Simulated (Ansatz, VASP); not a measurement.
One calculation of TaSeF, two programs

```
CELL_PARAMETERS angstrom
3.42639 0.00000 0.00000
0.00000 3.42639 0.00000
0.00000 0.00000 5.66081
ATOMIC_POSITIONS crystal
Ta 0.00000 0.00000 0.50000
Se 0.50000 0.50000 0.50000
F 0.00000 0.00000 0.00000
```

Alike in both runs: task single point; functional PBE; k mesh 6 × 6 × 4; occupations gaussian, width 0.1 eV; no spin polarisation.

```csv
,VASP,Ansatz
version,VASP 6.6.1,Ansatz 0.2.0
potentials or method,"VASP PAW PBE potentials, release 64 (Ta_pv, Se, F)","scalar-relativistic, plane waves, PAW"
plane-wave cutoff (eV),520,420
valence electrons in the cell,24,36
```

|  | VASP | Ansatz | Ansatz less VASP |
| --- | --- | --- | --- |
| gap on the k mesh at the Fermi level (eV) | none | none | - |
| pressure (GPa) | 4.2 | 4.0 | -0.18 |
| largest component of the traceless stress (GPa) | 30.57 | 30.38 | -0.191 |

A gap of «none» marks a metal or a gap that the smearing closes. With one functional, cell and mesh, what is left measures potentials, basis and numerics. The two sets of potentials don't hold the same shells in valence.

The runs have no spin-orbit coupling, so splittings on Ta are missing.
